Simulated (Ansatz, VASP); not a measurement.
## Ti28Si19O94 (undercooled, nearly rigid 60TiO2-40SiO2 (mol %) at 1500 K) in two plane-wave programs

Aim: how closely do two programs agree when they are given the same cell, functional and k mesh? The cell is taken from a series of runs on this material, whose earlier steps may have relaxed, scaled, displaced or heated it; both programs get it as it stands.

Method: plane waves, with VASP 6.6.1 beside it; single point at RPBE, in Ansatz 0.2.0.

### 1. The starting structure

The cell holds 141 atoms: 28 Ti, 19 Si and 94 O. Cell: a = 12.901 Å, b = 12.901 Å, c = 12.901 Å, α = 90.0°, β = 90.0°, γ = 90.0°. As first built, before any earlier steps moved the atoms (in the runner's words): 141 atoms (28 Ti, 19 Si, 94 O) placed at random at 2.96 g/cm^3, melted at 4000 K for 10 ps at fixed volume with the Morse and Coulomb pair potential with partial charges (Pedone, Malavasi, Menziani, Cormack and Segre, J. Phys. Chem. B 110, 11780 (2006)). Snapshot at the end of a hold of 10 ps at 1500 K and zero pressure.

### 2. VASP: single point, RPBE

With cell and atoms fixed, the geometry can't cause a difference; cores, projectors, grids and the points listed under the comparison can.

Lines of VASP's logs that name or quote its potential files are left out, and so is its time.

The input, INCAR:

```
SYSTEM = Ti28Si19O94
PREC = Accurate
ENCUT = 520
EDIFF = 1E-06
NELM = 120
ISMEAR = -1
SIGMA = 0.129
LREAL = Auto
ALGO = Normal
GGA = RP
NBANDS = 586
LASPH = .TRUE.
LORBIT = 11
LWAVE = .FALSE.
LCHARG = .FALSE.
ISIF = 2
GGA_COMPAT = .FALSE.
EFERMI = MIDGAP
```

The input, POSCAR:

```
Ti28Si19O94
1.0
   12.9008600000      0.0000000000      0.0000000000
    0.0000000000     12.9008600000      0.0000000000
    0.0000000000      0.0000000000     12.9008600000
Ti Si O
28 19 94
Direct
    0.5013700000      0.9193400000      0.8323300000
    0.8109400000      0.6832200000      0.6840600000
    0.5124300000      0.1174200000      0.1000700000
    0.3272700000      0.8592200000      0.3174300000
    0.6852400000      0.2962400000      0.9067800000
    0.9363800000      0.8284800000      0.3096400000
    0.4800100000      0.8368500000      0.0904000000
    0.0988200000      0.9409000000      0.0169000000
    0.1136200000      0.3214200000      0.9967700000
    0.8246900000      0.2778200000      0.5773000000
    0.9844900000      0.0594600000      0.4034000000
    0.9040100000      0.4574700000      0.2241700000
    0.7840800000      0.6518000000      0.3679800000
    0.6105500000      0.8412000000      0.3213100000
    0.6241400000      0.4871700000      0.5272900000
    0.1035200000      0.4813800000      0.5722300000
    0.6260200000      0.8620700000      0.5958000000
    0.2505200000      0.7177500000      0.1036300000
    0.2702900000      0.9484500000      0.8243000000
    0.5931400000      0.4467600000      0.1123800000
    0.4522400000      0.1907200000      0.7638200000
    0.2369100000      0.2962500000      0.3555900000
    0.3512200000      0.3273700000      0.1024400000
    0.9339200000      0.8651600000      0.8206700000
    0.7344600000      0.6329300000      0.9897000000
    0.0743800000      0.2483600000      0.7372000000
    0.2277200000      0.6887900000      0.5023100000
    0.5450500000      0.5762100000      0.7733800000
    0.1071700000      0.6093800000      0.2850400000
    0.7140800000      0.0431200000      0.9491700000
[... 105 atom lines left out ...]
    0.4083400000      0.0383100000      0.8000800000
    0.1592800000      0.1624400000      0.6708400000
    0.8578000000      0.9735600000      0.7614900000
    0.5993200000      0.5451800000      0.6488000000
    0.2041800000      0.9971000000      0.9295800000
    0.4577800000      0.9886000000      0.0991800000
```

The input, KPOINTS:

```
Automatic mesh
0
Gamma
1 1 1
0 0 0
```

PAW data sets: Ti_sv, Si and O (PBE family, release 64).

Run with:

```
$ export OMP_NUM_THREADS=3
$ mpirun -np 1 vasp_gam
```

Numbers of over 12 decimals in the logs are rounded to 6 here.

Output:

```text
[banner, memory and clock lines left out]
running    1 mpi-ranks, on    1 nodes
[...]
Offloading initialized ...    1 GPUs detected
[...]
|                                                                             |
|               ----> ADVICE to this user running VASP <----                  |
|                                                                             |
|     You enforced a specific xc type in the INCAR file but a different       |
|     [... a line on the potential file left out ...]
|     I HOPE YOU KNOW WHAT YOU ARE DOING!                                     |
|                                                                             |

 LDA part: xc-table for (Slater+PW92), standard interpolation
 POSCAR, INCAR and KPOINTS ok, starting setup
[...]
entering main loop
       N       E                     dE             d eps       ncg     rms          rms(c)
DAV:   1     0.163218842260E+05    0.16322E+05   -0.54541E+05  1172   0.186E+03
DAV:   2     0.224001021558E+04   -0.14082E+05   -0.13293E+05  1228   0.556E+02
DAV:   3    -0.106982897957E+04   -0.33098E+04   -0.31726E+04  1348   0.253E+02
DAV:   4    -0.138437499565E+04   -0.31455E+03   -0.31334E+03  1600   0.861E+01
[...]
DAV:  20    -0.111160720591E+04    0.10768E-04   -0.72815E-05  1416   0.180E-02    0.107E-02
DAV:  21    -0.111160720586E+04    0.51317E-07   -0.23133E-05  1560   0.102E-02    0.656E-03
DAV:  22    -0.111160720563E+04    0.23656E-06   -0.71164E-06  1320   0.492E-03
   1 F= -.11116072E+04 E0= -.11115691E+04  d E =-.762700E-01
```

OUTCAR, selected parts (step 2):

```text
  FREE ENERGIE OF THE ION-ELECTRON SYSTEM (eV)
  ---------------------------------------------------
  free  energy   TOTEN  =     -1111.6072056262 eV

  energy  without entropy=    -1111.5309355836  energy(sigma->0) =    -1111.56907060
```

The run ends at a pressure of 7.75 GPa, with forces up to 8.7 eV/Å.

### 3. Ansatz: single point, RPBE

Ansatz runs on its PAW soft_1 files.

The same cell, functional, mesh and smearing now go to Ansatz, which takes its cutoff from its data sets.

The input, input.yaml:

```yaml
crystal:
  lattice:
    - [12.90086, 0.0, 0.0]
    - [0.0, 12.90086, 0.0]
    - [0.0, 0.0, 12.90086]
  atoms:
    - { symbol: Ti, position: [0.50137, 0.91934, 0.83233] }
    - { symbol: Ti, position: [0.81094, 0.68322, 0.68406] }
    - { symbol: Ti, position: [0.51243, 0.11742, 0.10007] }
    - { symbol: Ti, position: [0.32727, 0.85922, 0.31743] }
    - { symbol: Ti, position: [0.68524, 0.29624, 0.90678] }
    - { symbol: Ti, position: [0.93638, 0.82848, 0.30964] }
    - { symbol: Ti, position: [0.48001, 0.83685, 0.0904] }
    - { symbol: Ti, position: [0.09882, 0.9409, 0.0169] }
    - { symbol: Ti, position: [0.11362, 0.32142, 0.99677] }
    - { symbol: Ti, position: [0.82469, 0.27782, 0.5773] }
    - { symbol: Ti, position: [0.98449, 0.05946, 0.4034] }
    - { symbol: Ti, position: [0.90401, 0.45747, 0.22417] }
    - { symbol: Ti, position: [0.78408, 0.6518, 0.36798] }
    - { symbol: Ti, position: [0.61055, 0.8412, 0.32131] }
    - { symbol: Ti, position: [0.62414, 0.48717, 0.52729] }
    - { symbol: Ti, position: [0.10352, 0.48138, 0.57223] }
    - { symbol: Ti, position: [0.62602, 0.86207, 0.5958] }
    - { symbol: Ti, position: [0.25052, 0.71775, 0.10363] }
    - { symbol: Ti, position: [0.27029, 0.94845, 0.8243] }
    - { symbol: Ti, position: [0.59314, 0.44676, 0.11238] }
    - { symbol: Ti, position: [0.45224, 0.19072, 0.76382] }
    - { symbol: Ti, position: [0.23691, 0.29625, 0.35559] }
    - { symbol: Ti, position: [0.35122, 0.32737, 0.10244] }
    - { symbol: Ti, position: [0.93392, 0.86516, 0.82067] }
    - { symbol: Ti, position: [0.73446, 0.63293, 0.9897] }
    - { symbol: Ti, position: [0.07438, 0.24836, 0.7372] }
    - { symbol: Ti, position: [0.22772, 0.68879, 0.50231] }
    - { symbol: Ti, position: [0.54505, 0.57621, 0.77338] }
    - { symbol: Si, position: [0.10717, 0.60938, 0.28504] }
    - { symbol: Si, position: [0.71408, 0.04312, 0.94917] }
[... 105 atom lines left out ...]
    - { symbol: O, position: [0.40834, 0.03831, 0.80008] }
    - { symbol: O, position: [0.15928, 0.16244, 0.67084] }
    - { symbol: O, position: [0.8578, 0.97356, 0.76149] }
    - { symbol: O, position: [0.59932, 0.54518, 0.6488] }
    - { symbol: O, position: [0.20418, 0.9971, 0.92958] }
    - { symbol: O, position: [0.45778, 0.9886, 0.09918] }
kpoints:
  mp_grid: { grid: [1, 1, 1] }
hamiltonian:
  xc: rpbe
  pseudopotentials: { kind: paw, azcp: { folder: soft_1 } }
scf:
  occupations: { method: fermi_dirac, width: 0.129 }
output:
  forces: true
```

Run with:

```
$ ansatz run input.yaml --threads 4 --pin off --max-ram 15872MiB --backend cpu --events-out ev --progress --plain --runs-dir out
```

Output:

```text
band count auto-derived: 636 (N_el = 976.0; filled up to band 488; 629 by the electrons, moments and atoms)
Engine: ansatz 0.2.0, aarch64-unknown-linux-gnu
Pseudopotentials: kind: paw
Pseudopotential: Ti, paw, valence charge 12, recommended cutoff 420 eV (normal), soft_1/Ti.paw.azcp
Pseudopotential: Si, paw, valence charge 4, recommended cutoff 420 eV (normal), soft_1/Si.paw.azcp
Pseudopotential: O, paw, valence charge 6, recommended cutoff 420 eV (normal), soft_1/O.paw.azcp
Functional definition: RPBE
  parameter kappa = 0.804
  parameter beta = 0.066725
  exchange = rpbe_x(kappa = kappa, mu = beta*pi^2/3)
  correlation = pbe_c(beta = beta)
Crystal: 141 atoms, lattice volume = 2147.118 Å³
Basis set: ecut = 420 eV, 41923 PW (Γ), exchange–correlation on 180×180×180 points (8 copies of the dense FFT grid, shifted against one another)
Bands: 636, of which v1, the nominal top of the filled ones, is band 488 counted from 1 (487 counted from 0)
Symmetry: 1 space group operations
Space group: P1 (ITA 1), of the structure as read, at distance tolerance 1.3e-4 Å
k-points: 1
Non-local potential: Ti, projectors of the file, l = 0: 3, l = 1: 2, l = 2: 3, l = 3: 1
Non-local potential: Si, projectors of the file, l = 0: 2, l = 1: 2, l = 2: 1
Non-local potential: O, projectors of the file, l = 0: 2, l = 1: 2, l = 2: 1
PAW form: soft (Blöchl's): semilocal exchange-correlation on the pseudo side does not see the compensation charge
PAW frozen core: Ti, regenerated for the run's functional, and the local potential with it (the file was generated under x = pbe(κ = 0.804, μ = 0.219515), c = pbe(β = 0.066725))
PAW frozen core: Si, regenerated for the run's functional, and the local potential with it (the file was generated under x = pbe(κ = 0.804, μ = 0.219515), c = pbe(β = 0.066725))
PAW frozen core: O, regenerated for the run's functional, and the local potential with it (the file was generated under x = pbe(κ = 0.804, μ = 0.219515), c = pbe(β = 0.066725))
PAW one-centre angular grid: Ti, 590 points (default); XC on 64 Gauss nodes
PAW one-centre angular grid: Si, 110 points (default); XC on 64 Gauss nodes
PAW one-centre angular grid: O, 110 points (default); XC on 64 Gauss nodes
Initial density: superposition of atomic densities (chi_scale 0.1, normalization cell, long waves kept (reshape's long-wave potential 0.81 eV rms))
Initial wavefunctions: pseudopotential atomic-orbital guess
Functional: x = rpbe, c = pbe(β = 0.066725)
SCF iter   1: F=—  HF=-135970.093711 eV  |F-HF|=—  |Δ(HF+E_count)|=         —  Δρ=1.02e-1  dr2=5.30e2  ethr=3.10e-3  ⟨swp⟩=6.0  Hψ=2415  notcnv=0  defer=11
preconditioner: auto → LDOS  [metal: Δε(μ)=0.166 eV  Ē_g=10.181 eV  σ=0.129 eV  W_gap=0.29  n_scr=484 (ndim 8)  ℏωp=22.0 eV  f_vac=0.095  D(μ)=26.17/eV (n_scr^D=122)  β→1.0]
SCF iter   2: F=—  HF=-135999.482292 eV  |F-HF|=—  |Δ(HF+E_count)|=    2.94e1  Δρ=1.22e-1  dr2=4.43e2  ethr=3.10e-3  ⟨swp⟩=12.0  Hψ=3184  notcnv=0  defer=22
SCF iter   3: F=—  HF=-135927.066260 eV  |F-HF|=—  |Δ(HF+E_count)|=    7.24e1  Δρ=6.12e-2  dr2=1.68e2  ethr=3.10e-3  ⟨swp⟩=13.0  Hψ=3713  notcnv=0  defer=59
SCF iter   4: F=—  HF=-135902.588079 eV  |F-HF|=—  |Δ(HF+E_count)|=    2.45e1  Δρ=3.00e-2  dr2=3.05e1  ethr=3.10e-3  ⟨swp⟩=10.0  Hψ=3005  notcnv=0  defer=74
SCF iter   5: F=—  HF=-135897.546059 eV  |F-HF|=—  |Δ(HF+E_count)|=    5.04e0  Δρ=2.12e-2  dr2=1.42e1  ethr=3.10e-3  ⟨swp⟩=9.0  Hψ=2287  notcnv=0  defer=61
SCF iter   6: F=—  HF=-135896.230563 eV  |F-HF|=—  |Δ(HF+E_count)|=    1.32e0  Δρ=9.63e-3  dr2=1.77e0  ethr=1.45e-3  ⟨swp⟩=13.0  Hψ=1316  notcnv=0  defer=56
SCF iter   7: F=—  HF=-135896.768980 eV  |F-HF|=—  |Δ(HF+E_count)|=   5.38e-1  Δρ=1.02e-2  dr2=3.42e0  ethr=1.81e-4  ⟨swp⟩=10.0  Hψ=1553  notcnv=0  defer=55
SCF iter   8: F=—  HF=-135896.446215 eV  |F-HF|=—  |Δ(HF+E_count)|=   3.23e-1  Δρ=5.09e-3  dr2=8.09e-1  ethr=1.81e-4  ⟨swp⟩=5.0  Hψ=1322  notcnv=0  defer=58
SCF iter   9: F=—  HF=-135896.344145 eV  |F-HF|=—  |Δ(HF+E_count)|=   1.02e-1  Δρ=2.11e-3  dr2=1.31e-1  ethr=8.29e-5  ⟨swp⟩=3.0  Hψ=1159  notcnv=0  defer=56
SCF iter  10: F=—  HF=-135896.333683 eV  |F-HF|=—  |Δ(HF+E_count)|=   1.05e-2  Δρ=9.80e-4  dr2=2.42e-2  ethr=1.34e-5  ⟨swp⟩=5.0  Hψ=1297  notcnv=0  defer=54
SCF iter  11: F=—  HF=-135896.332872 eV  |F-HF|=—  |Δ(HF+E_count)|=   8.11e-4  Δρ=4.11e-4  dr2=2.99e-3  ethr=2.48e-6  ⟨swp⟩=5.0  Hψ=1127  notcnv=0  defer=51
SCF iter  12: F=—  HF=-135896.334061 eV  |F-HF|=—  |Δ(HF+E_count)|=   1.19e-3  Δρ=2.36e-4  dr2=9.91e-4  ethr=3.06e-7  ⟨swp⟩=4.0  Hψ=977  notcnv=0  defer=50
SCF iter  13: F=—  HF=-135896.334480 eV  |F-HF|=—  |Δ(HF+E_count)|=   4.19e-4  Δρ=1.40e-4  dr2=3.76e-4  ethr=1.02e-7  ⟨swp⟩=2.0  Hψ=1022  notcnv=0  defer=50
SCF iter  14: F=—  HF=-135896.334613 eV  |F-HF|=—  |Δ(HF+E_count)|=   1.32e-4  Δρ=5.50e-5  dr2=3.93e-5  ethr=3.85e-8  ⟨swp⟩=2.0  Hψ=1005  notcnv=0  defer=50
[...]
SCF iter  19: F=-135896.334855 eV  HF=-135896.334855 eV  |F-HF|=3.43e-9  |Δ(HF+E_count)|=   1.47e-7  Δρ=1.67e-6  dr2=5.54e-8  ethr=1.02e-11  ⟨swp⟩=15.0  Hψ=3490  notcnv=0
SCF 1 converged in 19 iterations: F = -135896.334855 eV  dr2 = 5.54e-8
  greatest PAW one-centre occupation: 0.999 electrons in one spin orbital (limit 2), on the Ti atom at site 20 (counted from 0), in its partial waves of l = 0
SCF converged after 19 iterations
Free energy (F): -135896.334855 eV
Harris-Foulkes:  -135896.334855 eV  (|F-HF|=3.43e-9)
Internal energy: -135896.260795 eV  (E = F + TS)
E sigma→0 (E₀):  -135896.297825 eV
Entropy (-TS):   -0.074060 eV (-0.525 meV/atom)
Fermi energy:    4.386330 eV
--- Per-component energies (eV) ---
  E_band       = -10406.492846
  E_kinetic    = 24695.514463
  E_local      = -93981.231133  (includes V_loc(G=0)·N_el)
  E_nonlocal   = 6857.663508
  E_hartree    = 37270.732732
  E_xc         = -11136.498266
  E_vxc        = -13621.275930  (∫ρ·V_xc dr)
  E_paw        = -54503.094418  (= ΣΔE_a)
  E_vpaw       = -8898.685136  (= ΣTr[D̂ρ^β])
  E_aug_tail   = 0.071099  (compensation charges beyond the density's cutoff)
  E_ewald      = -45095.534827
  E_core_change = -3.883954  (= ΣΔE_core)
  E_smearing   = -0.074060  (= −TS)
  E_closure    = 0.000000  (closes the sum)
  Σ components = -135896.334855   (vs F -135896.334855, Δ=0.00e0)
--- Forces (eV/Å), atoms counted from 1 ---
  atom   1  Ti     1.44626274     3.19042865     0.80132949
  atom   2  Ti    -0.75425650     4.25592875     0.05267714
  atom   3  Ti     0.34191984    -3.84307525     2.75363670
  atom   4  Ti     1.05051228    -4.95870254    -3.16556946
  atom   5  Ti     0.19972034     0.38722716     2.31618776
  atom   6  Ti     2.62604074    -4.64110114    -4.40231721
  atom   7  Ti     0.90209907     2.39949169     2.75102213
  atom   8  Ti     2.31790624    -2.41395971    -0.19442236
  atom   9  Ti    -2.34823404    -1.01638225    -1.41009599
  atom  10  Ti    -3.20676278     4.44148438    -4.01580455
  atom  11  Ti     1.50375149     2.07061119     0.42771440
  atom  12  Ti     2.58582470     0.11403682     2.66239422
  atom  13  Ti    -3.16277724    -1.93260813     0.08545321
  atom  14  Ti    -3.70057177    -0.40251358    -0.67253462
  atom  15  Ti    -2.17277518    -2.92719809     0.62584265
  atom  16  Ti     2.54804947     2.30936137     1.56015411
  atom  17  Ti    -3.08024024     1.77798082    -0.72731770
  atom  18  Ti    -0.76187665     1.02691781     2.97205905
  atom  19  Ti    -2.81371479     8.03236598    -1.63642253
  atom  20  Ti    -0.41265991     2.28628782     0.14569905
  atom  21  Ti     3.02490582     0.89528344     0.33141740
  atom  22  Ti     3.46402475     1.28804751     0.48119070
  atom  23  Ti     3.38277822     0.85183912     1.29472895
  atom  24  Ti    -0.20968443     1.53856127    -4.72193231
[...]
atom 134  O      1.62236682    -1.40909437     0.29184564
  atom 135  O     -0.96282587    -2.63709374    -2.08764906
  atom 136  O     -0.49022973     1.53244337     0.04176322
  atom 137  O      0.62557849    -0.17588170    -0.41944355
  atom 138  O     -0.13596114     2.78456600    -0.02325242
  atom 139  O      1.11321519     0.47242359     0.35170966
  atom 140  O     -0.57386673    -0.20199574     2.35072477
  atom 141  O     -0.90398683    -1.16442864     0.79008280
  max |Σ_I F_I| component: 6.54e-5 eV/Å
```

In the SCF lines HF is the Harris–Foulkes energy and dr2 the Hartree energy of the density residual, in eV; the loop may stop once dr2 is under the threshold and the program's other checks hold. Hψ counts applications of the Hamiltonian.

### 4. Side by side

Known differences besides the potentials themselves: the cutoff is 420 eV in Ansatz and 520 eV in VASP (PREC = Accurate, projectors in real space); Ansatz makes its cores anew for this functional, VASP keeps those of its PBE data sets. Total energies have different zeros and are not compared.

Both answers:

```tsv
quantity	Ansatz	VASP	difference
gap on the k mesh (eV)	1.065	1.056	+0.010
```

Forces on 9 of the 141 atoms, those with the largest forces and the largest differences (eV/Å; atoms numbered as in POSCAR):

```tsv
atom	Ansatz x, y, z	VASP x, y, z
Ti6	2.626, -4.641, -4.402	2.642, -4.680, -4.461
Ti10	-3.207, 4.441, -4.016	-3.219, 4.526, -4.129
Ti19	-2.814, 8.032, -1.636	-2.784, 8.063, -1.605
Ti27	-3.383, -3.614, 1.686	-3.426, -3.743, 1.768
Si30	-6.166, -4.356, 3.105	-6.153, -4.327, 3.108
O51	-1.468, -1.159, -1.101	-1.564, -1.244, -1.220
O89	-1.971, -5.655, 5.072	-1.994, -5.796, 5.196
O98	5.704, 0.431, 5.274	5.691, 0.471, 5.313
O120	6.108, 1.428, -2.602	6.114, 1.434, -2.612
```

The forces differ by 37 meV/Å r.m.s., which is 1.7 % of the r.m.s. force of 2.178 eV/Å (both taken over all components). A gap on the mesh is an upper bound, since the band edges may lie between its points.

### 5. What came out

- r.m.s. force difference (single point, RPBE): 1.7 % of the r.m.s. force

**Reading.** The r.m.s. force difference is 1.7 % of the r.m.s. force (single point, RPBE), within the 3 % picked in this series as the mark of a large difference. How closely two codes agree says nothing of how well the functional describes the real material.

[Lines on the potential files, build, host, timing and source positions are cut from VASP's logs without a mark.]

[Logs are printed without paths, hosts, clocks, repeated set-up lines and the standing remarks that a program may print on its own settings, such as how far it seeks lower states.]

[Hosts, paths, dates, database ids (printed as entryN), source tags and the programs' standing remarks are cut or masked in the printed files.]
